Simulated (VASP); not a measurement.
Level of theory: PBE GGA, VASP's PBE PAW potentials (set 64) (plane waves; VASP 6.6.1).

A VASP calculation is set up with these files.

File KPOINTS:
```
Automatic mesh
0
Gamma
8 8 8
0 0 0
```

INCAR:
```
SYSTEM = CaC6
PREC = Accurate
ENCUT = 520
EDIFF = 1E-6
NELM = 100
ALGO = Normal
LREAL = .FALSE.
LASPH = .TRUE.
ISMEAR = 1
SIGMA = 0.1
GGA = PE
LWAVE = .FALSE.
LCHARG = .FALSE.
IBRION = 2
ISIF = 3
NSW = 60
EDIFFG = -0.02
```

### POSCAR
```
CaC6
1.0
  4.9299881686  -2.1617974737   0.0680278298
  4.9299881686   2.1617974737   0.0680278298
  3.9322417867   0.0000000000   3.6769899200
Ca C
1 6
Cartesian
  0.0000000000   0.0000000000   0.0000000000
  6.8961090620   1.4412160143   1.9065227898
  6.5635228504  -0.7206080071   3.1095249264
  7.2286952735  -0.7206080071   0.7035206532
  6.8961090620  -1.4412160143   1.9065227898
  7.2286952735   0.7206080071   0.7035206532
  6.5635228504   0.7206080071   3.1095249264
```

POTCAR, in this order: Ca_sv C (PBE.64 set). Program: vasp_std.

The resulting files:

### OSZICAR
```
       N       E                     dE             d eps       ncg     rms          rms(c)
DAV:   1     0.250514036066E+03    0.25051E+03   -0.17400E+04  2730   0.155E+03
DAV:   2    -0.435774845614E+02   -0.29409E+03   -0.28588E+03  3835   0.363E+02
DAV:   3    -0.617968525011E+02   -0.18219E+02   -0.18063E+02  3907   0.894E+01
DAV:   4    -0.623614093551E+02   -0.56456E+00   -0.55750E+00  4152   0.144E+01
DAV:   5    -0.623738620679E+02   -0.12453E-01   -0.12450E-01  3825   0.196E+00    0.119E+01
DAV:   6    -0.579796839032E+02    0.43942E+01   -0.81409E+00  3270   0.156E+01    0.626E+00
DAV:   7    -0.574724366569E+02    0.50725E+00   -0.36357E+00  3476   0.838E+00    0.282E+00
DAV:   8    -0.575367617611E+02   -0.64325E-01   -0.16126E+00  3195   0.596E+00    0.135E+00
DAV:   9    -0.574401793374E+02    0.96582E-01   -0.33127E-01  3208   0.281E+00    0.333E-01
DAV:  10    -0.574374448414E+02    0.27345E-02   -0.77041E-02  3562   0.140E+00    0.173E-01
DAV:  11    -0.574367382957E+02    0.70655E-03   -0.88601E-03  3613   0.508E-01    0.698E-02
DAV:  12    -0.574367619985E+02   -0.23703E-04   -0.21547E-04  3707   0.890E-02    0.687E-02
DAV:  13    -0.574367714137E+02   -0.94152E-05   -0.44852E-05  4043   0.540E-02    0.266E-02
DAV:  14    -0.574367930494E+02   -0.21636E-04   -0.52078E-05  3876   0.613E-02    0.448E-02
DAV:  15    -0.574367901096E+02    0.29398E-05   -0.35906E-06  3782   0.111E-02    0.411E-02
DAV:  16    -0.574367867385E+02    0.33711E-05   -0.44612E-07  2080   0.543E-03    0.349E-02
DAV:  17    -0.574367747431E+02    0.11995E-04   -0.42322E-05  3701   0.448E-02    0.211E-02
DAV:  18    -0.574367745852E+02    0.15788E-06   -0.15758E-06  2578   0.102E-02
   1 F= -.57436775E+02 E0= -.57436590E+02  d E =-.574368E+02
       N       E                     dE             d eps       ncg     rms          rms(c)
DAV:   1    -0.575407812713E+02   -0.10401E+00   -0.37323E+00  2730   0.144E+01    0.123E+00
DAV:   2    -0.574815607013E+02    0.59221E-01   -0.14786E-01  3215   0.242E+00    0.707E-01
DAV:   3    -0.574669408184E+02    0.14620E-01   -0.37657E-02  3263   0.112E+00    0.293E-01
DAV:   4    -0.574653764616E+02    0.15644E-02   -0.96973E-03  3213   0.557E-01    0.768E-02
DAV:   5    -0.574650658938E+02    0.31057E-03   -0.13857E-03  3265   0.216E-01    0.268E-02
DAV:   6    -0.574650755672E+02   -0.96733E-05   -0.14623E-04  3780   0.784E-02    0.688E-03
DAV:   7    -0.574650778235E+02   -0.22563E-05   -0.85062E-06  3392   0.191E-02    0.345E-03
DAV:   8    -0.574650781873E+02   -0.36387E-06   -0.10896E-06  2150   0.648E-03
   2 F= -.57465078E+02 E0= -.57464789E+02  d E =-.283036E-01
       N       E                     dE             d eps       ncg     rms          rms(c)
DAV:   1    -0.574796786798E+02   -0.14601E-01   -0.59275E-01  2730   0.575E+00    0.490E-01
DAV:   2    -0.574702223105E+02    0.94564E-02   -0.22631E-02  3225   0.962E-01    0.281E-01
DAV:   3    -0.574678226588E+02    0.23997E-02   -0.68897E-03  3255   0.470E-01    0.112E-01
DAV:   4    -0.574676152810E+02    0.20738E-03   -0.17431E-03  3161   0.235E-01    0.329E-02
DAV:   5    -0.574675548643E+02    0.60417E-04   -0.26267E-04  3226   0.938E-02    0.106E-02
DAV:   6    -0.574675566883E+02   -0.18240E-05   -0.29231E-05  3770   0.342E-02    0.280E-03
DAV:   7    -0.574675568775E+02   -0.18927E-06   -0.18750E-06  2228   0.919E-03
   3 F= -.57467557E+02 E0= -.57467350E+02  d E =-.307823E-01
       N       E                     dE             d eps       ncg     rms          rms(c)
DAV:   1    -0.575003345781E+02   -0.32778E-01   -0.74335E-01  2755   0.667E+00    0.645E-01
DAV:   2    -0.574860274024E+02    0.14307E-01   -0.31649E-02  3148   0.119E+00    0.346E-01
DAV:   3    -0.574819929285E+02    0.40345E-02   -0.13995E-02  3467   0.735E-01    0.860E-02
DAV:   4    -0.574819053196E+02    0.87609E-04   -0.11454E-03  3957   0.176E-01    0.318E-02
DAV:   5    -0.574819018688E+02    0.34508E-05   -0.27184E-04  4047   0.835E-02    0.224E-02
DAV:   6    -0.574819064619E+02   -0.45931E-05   -0.28287E-05  3415   0.390E-02    0.363E-03
DAV:   7    -0.574819057798E+02    0.68212E-06   -0.54569E-06  2776   0.142E-02
   4 F= -.57481906E+02 E0= -.57481785E+02  d E =-.143489E-01
       N       E                     dE             d eps       ncg     rms          rms(c)
DAV:   1    -0.576574554704E+02   -0.17555E+00   -0.62350E+00  2755   0.195E+01    0.188E+00
DAV:   2    -0.575382281767E+02    0.11923E+00   -0.25972E-01  3125   0.347E+00    0.995E-01
DAV:   3    -0.575033074186E+02    0.34921E-01   -0.13739E-01  3598   0.227E+00    0.239E-01
DAV:   4    -0.575027624788E+02    0.54494E-03   -0.97958E-03  3655   0.543E-01    0.892E-02
DAV:   5    -0.575026543986E+02    0.10808E-03   -0.23644E-03  4108   0.250E-01    0.650E-02
DAV:   6    -0.575026782878E+02   -0.23889E-04   -0.20941E-04  3423   0.115E-01    0.116E-02
DAV:   7    -0.575026705448E+02    0.77430E-05   -0.56963E-05  3250   0.458E-02    0.821E-03
DAV:   8    -0.575026720755E+02   -0.15307E-05   -0.38517E-06  2955   0.151E-02    0.151E-03
DAV:   9    -0.575026719645E+02    0.11100E-06   -0.27598E-07  1845   0.458E-03
   5 F= -.57502672E+02 E0= -.57502486E+02  d E =-.351151E-01
       N       E                     dE             d eps       ncg     rms          rms(c)
DAV:   1    -0.575120742152E+02   -0.94021E-02   -0.21505E-01  2955   0.416E+00    0.345E-01
DAV:   2    -0.575099832289E+02    0.20910E-02   -0.12280E-02  4127   0.848E-01    0.227E-01
DAV:   3    -0.575089642963E+02    0.10189E-02   -0.60126E-03  5025   0.562E-01    0.656E-02
DAV:   4    -0.575089304011E+02    0.33895E-04   -0.66157E-04  3375   0.214E-01    0.244E-02
DAV:   5    -0.575089576374E+02   -0.27236E-04   -0.48799E-05  3748   0.446E-02    0.101E-02
DAV:   6    -0.575089600648E+02   -0.24274E-05   -0.71193E-06  3509   0.181E-02    0.427E-03
DAV:   7    -0.575089616103E+02   -0.15455E-05   -0.50896E-07  2220   0.540E-03    0.131E-03
DAV:   8    -0.575089616763E+02   -0.66009E-07   -0.12871E-07  1655   0.289E-03
   6 F= -.57508962E+02 E0= -.57508842E+02  d E =-.628971E-02
       N       E                     dE             d eps       ncg     rms          rms(c)
DAV:   1    -0.575094509619E+02   -0.48935E-03   -0.14181E-02  2955   0.107E+00    0.884E-02
DAV:   2    -0.575093128016E+02    0.13816E-03   -0.81157E-04  4132   0.218E-01    0.584E-02
DAV:   3    -0.575092452372E+02    0.67564E-04   -0.39667E-04  5041   0.144E-01    0.168E-02
DAV:   4    -0.575092442861E+02    0.95107E-06   -0.43342E-05  3365   0.548E-02    0.631E-03
DAV:   5    -0.575092475408E+02   -0.32547E-05   -0.30920E-06  2970   0.115E-02    0.253E-03
DAV:   6    -0.575092479845E+02   -0.44367E-06   -0.42166E-07  1825   0.494E-03
   7 F= -.57509248E+02 E0= -.57509141E+02  d E =-.657602E-02
       N       E                     dE             d eps       ncg     rms          rms(c)
DAV:   1    -0.575094486228E+02   -0.20108E-03   -0.13416E-02  2745   0.905E-01    0.487E-02
DAV:   2    -0.575094224181E+02    0.26205E-04   -0.40132E-04  3404   0.156E-01    0.308E-02
DAV:   3    -0.575093998158E+02    0.22602E-04   -0.10691E-04  3772   0.847E-02    0.490E-03
DAV:   4    -0.575094009225E+02   -0.11067E-05   -0.15714E-05  3850   0.301E-02    0.315E-03
DAV:   5    -0.575094019444E+02   -0.10218E-05   -0.55648E-07  2070   0.515E-03    0.115E-03
DAV:   6    -0.575094022914E+02   -0.34708E-06   -0.19993E-07  1450   0.271E-03
   8 F= -.57509402E+02 E0= -.57509300E+02  d E =-.154307E-03
```

**OUTCAR**
```
------------------------ aborting loop because EDIFF is reached ----------------------------------------
  FORCE on cell =-STRESS in cart. coord.  units (eV):
  Direction    XX          YY          ZZ          XY          YZ          ZX
  --------------------------------------------------------------------------------------
  Total       -0.0519156      0.0143842      0.0093168     -0.0000000      0.0000000     -0.0183295
  in kB       -1.1242807      0.3115037      0.2017637     -0.0000000      0.0000000     -0.3969420
  external PRESSURE =      -0.2036711 kB  Pullay stress =       0.0000000 kB
  volume of cell :       73.98
      direct lattice vectors                 reciprocal lattice vectors
     4.696979842 -2.172160656 -0.002598109     0.106391384 -0.230185552 -0.108469670
     4.696979842  2.172160656 -0.002598109     0.106391384  0.230185552 -0.108469670
     3.694450479  0.000000000  3.623664551     0.000152562  0.000000000  0.275808192
 POSITION                                       TOTAL-FORCE (eV/Angst)
 -----------------------------------------------------------------------------------
      3.69445      0.00000      3.62366        -0.000000     -0.000000      0.000000
      6.54421      1.44745      1.80923        -0.000000      0.007308     -0.000000
      6.21018     -0.72372      3.01744        -0.001686     -0.003654      0.006100
      6.87823     -0.72372      0.60103         0.001686     -0.003654     -0.006100
      6.54421     -1.44745      1.80923        -0.000000     -0.007308      0.000000
      6.87823      0.72372      0.60103         0.001686      0.003654     -0.006100
      6.21018      0.72372      3.01744        -0.001686      0.003654      0.006100
 -----------------------------------------------------------------------------------
    total drift:                                0.000000     -0.000000      0.000000
  FREE ENERGIE OF THE ION-ELECTRON SYSTEM (eV)
  ---------------------------------------------------
  free  energy   TOTEN  =       -57.5094022914 eV

  energy  without entropy=      -57.5090958386  energy(sigma->0) =      -57.50930014

 reached required accuracy - stopping structural energy minimisation
```
(Selected blocks of OUTCAR.)

### CONTCAR
```
CaC6
   1.00000000000000
     4.6969798415830519   -2.1721606555174340   -0.0025981087498549
     4.6969798415830519    2.1721606555174340   -0.0025981087498549
     3.6944504786310870    0.0000000000000000    3.6236645514286625
  Ca              C
     1     6
Direct
     0.0000000000000000    0.0000000000000000    1.0000000000000000
     0.1668185826793401    0.8331814173206599    0.5000000000000000
     0.5000000000001011    0.1668185826794413    0.8331814173205969
     0.8331814173205587    0.4999999999998988    0.1668185826794031
     0.8331814173206599    0.1668185826793401    0.5000000000000000
     0.4999999999998988    0.8331814173205587    0.1668185826794031
     0.1668185826794413    0.5000000000001011    0.8331814173205969
```

Energy and stress use the plane-wave basis of the starting cell.

The compound is CaC6 in the sg166 structure. This run relaxes it. Symmetry was kept, so distortions that lower it aren't found. The start is the result of an earlier pass.
